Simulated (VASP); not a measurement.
Computed with PBE GGA with D3 dispersion (Becke-Johnson damping), VASP's PBE PAW potentials (set 64) (plane waves; VASP 6.6.1).

VASP ran on this input.

### INCAR
```
ALGO=Normal
EDIFF=1E-6
ENCUT=400
GGA=PE
ISMEAR=0
IVDW=12
LASPH=.True.
LCHARG=.False.
LMAXMIX=6
LORBIT=11
LREAL=.False.
LVHAR=.True.
LWAVE=.False.
NELM=100
NELMIN=4
PREC=Normal
SIGMA=0.05
SYSTEM=PtS2 monolayer
```

### KPOINTS
```
Automatic
0
Gamma
  12 12 1
0 0 0
```

POSCAR:
```
PtS2 monolayer
1
    3.5396848781     0.0000000000     0.0000000000
   -1.7698424391     3.0654571066    -0.0000000000
    0.0000000000    -0.0000000000    17.3659292198
S Pt
2 1
Direct
  0.6666670000   0.3333330000   0.4285495067
  0.3333330000   0.6666670000   0.5714504933
  0.0000000000   0.0000000000   0.5000000000
```

POTCAR, in this order: S Pt (PBE.64 set). Program: vasp_std. Read from the step before: WAVECAR.

Output of the run:

OUTCAR:
```
 ion  position               nearest neighbor table
   1  0.667  0.333  0.429-   3 2.39   3 2.39   3 2.39
   2  0.333  0.667  0.571-   3 2.39   3 2.39   3 2.39
   3  0.000  0.000  0.500-   1 2.39   2 2.39   1 2.39   2 2.39   1 2.39   2 2.39
  LATTYP: Found a hexagonal cell.
 ALAT       =     3.5396848781
 C/A-ratio  =     4.9060664488
 Subroutine PRICEL returns:
 Original cell was already a primitive cell.
 Subroutine GETGRP returns: Found 12 space group operations
The static configuration has the point symmetry D_3d.
The dynamic configuration has the point symmetry D_3d.
 Subroutine INISYM returns: Found 12 space group operations
 Subroutine IBZKPT returns following result:
 Found     19 irreducible k-points:

 Following reciprocal coordinates:
            Coordinates               Weight
  0.000000  0.000000  0.000000      1.000000
  0.083333  0.000000  0.000000      6.000000
  0.166667  0.000000  0.000000      6.000000
  0.250000 -0.000000  0.000000      6.000000
  0.333333  0.000000  0.000000      6.000000
  0.416667 -0.000000  0.000000      6.000000
  0.500000 -0.000000  0.000000      3.000000
  0.083333  0.083333  0.000000      6.000000
  0.166667  0.083333  0.000000     12.000000
  0.250000  0.083333  0.000000     12.000000
  0.333333  0.083333  0.000000     12.000000
  0.416667  0.083333  0.000000     12.000000
  0.166667  0.166667  0.000000      6.000000
  0.250000  0.166667  0.000000     12.000000
  0.333333  0.166667  0.000000     12.000000
  0.416667  0.166667  0.000000      6.000000
  0.250000  0.250000  0.000000      6.000000
  0.333333  0.250000  0.000000     12.000000
  0.333333  0.333333  0.000000      2.000000
   k-points           NKPTS =     19   k-points in BZ     NKDIM =     19   number of bands    NBANDS=     15
   number of dos      NEDOS =    301   number of ions     NIONS =      3
   total plane-waves  NPLWV =  29160
...
```

**OSZICAR**
```
       N       E                     dE             d eps       ncg     rms          rms(c)
DAV:   1    -0.154515727583E+02   -0.15452E+02   -0.36100E-03   689   0.114E+00    0.109E-02
DAV:   2    -0.154515708469E+02    0.19115E-05   -0.36880E-06   792   0.216E-02    0.500E-03
DAV:   3    -0.154515718375E+02   -0.99062E-06   -0.59712E-07   600   0.771E-03    0.169E-03
DAV:   4    -0.154515726338E+02   -0.79631E-06   -0.16377E-07   488   0.418E-03
   1 F= -.16281852E+02 E0= -.16281852E+02  d E =-.329440E-16
```

### OUTCAR
```
------------------------ aborting loop because EDIFF is reached ----------------------------------------
 Edisp (eV)   -0.83028
  FORCE on cell =-STRESS in cart. coord.  units (eV):
  Direction    XX          YY          ZZ          XY          YZ          ZX
  --------------------------------------------------------------------------------------
  Total      -0.09287    -0.09287    -0.06248     0.00000    -0.00000     0.00000
  in kB      -0.78963    -0.78963    -0.53124     0.00000    -0.00000     0.00000
  external pressure =       -0.70 kB  Pullay stress =        0.00 kB
  volume of cell :      188.43
      direct lattice vectors                 reciprocal lattice vectors
     3.539684878  0.000000000  0.000000000     0.282511024  0.163107812  0.000000000
    -1.769842439  3.065457107  0.000000000     0.000000000  0.326215623  0.000000000
     0.000000000  0.000000000 17.365929220     0.000000000  0.000000000  0.057584019
 POSITION                                       TOTAL-FORCE (eV/Angst)
 -----------------------------------------------------------------------------------
      1.76984      1.02182      7.44216         0.000000     -0.000000      0.014093
     -0.00000      2.04364      9.92377        -0.000000      0.000000     -0.014093
      0.00000      0.00000      8.68296        -0.000000      0.000000      0.000000
 -----------------------------------------------------------------------------------
    total drift:                                0.000000     -0.000000      0.000000
  FREE ENERGIE OF THE ION-ELECTRON SYSTEM (eV)
  ---------------------------------------------------
  free  energy   TOTEN  =       -16.2818516632 eV

  energy  without entropy=      -16.2818516632  energy(sigma->0) =      -16.28185166

 total charge

# of ion       s       p       d       tot
------------------------------------------
    1        1.359   2.280   0.000   3.639
    2        1.359   2.280   0.000   3.639
    3        0.694   0.783   7.968   9.446
--------------------------------------------------
tot          3.412   5.343   7.968  16.723
```
(Selected blocks of OUTCAR.)

The cell is a sheet with vacuum, built from PtS2 (1T layered).
